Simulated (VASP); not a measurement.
Consider the following.

```xyz
2
Lattice="0.0000 2.9228 2.9228 2.9228 0.0000 2.9228 2.9228 2.9228 0.0000" Properties=species:S:1:pos:R:3 pbc="T T T"
Pb     0.0000     0.0000     0.0000
S      2.9228     2.9228     2.9228
```

Calculation: LDA (Ceperley-Alder, Perdew-Zunger), VASP's LDA PAW potentials (set 64) (plane waves; VASP 6.6.1). Run with 400 eV cut-off, 18×18×18 Γ-centred mesh, Gaussian smearing of 0.010 eV, potentials Pb_d S.

Unless said otherwise, spin-orbit coupling is left out, though it shifts the bands of the heavy elements here.

Q: Predict the energy per atom (σ→0), band gap (on the k-mesh) with the smallest direct gap where there is one.

A: 
```
Item                                         Result
-----------------------------------  --------------
band gap (on the k-mesh)                    0.04 eV
smallest direct gap (on the k-mesh)         0.04 eV
energy per atom (σ→0)                -4.999 eV/atom
```

The absolute energy has meaning only against runs of the same code, potentials and settings.

The compound is PbS in the rock salt structure. It was relaxed first.
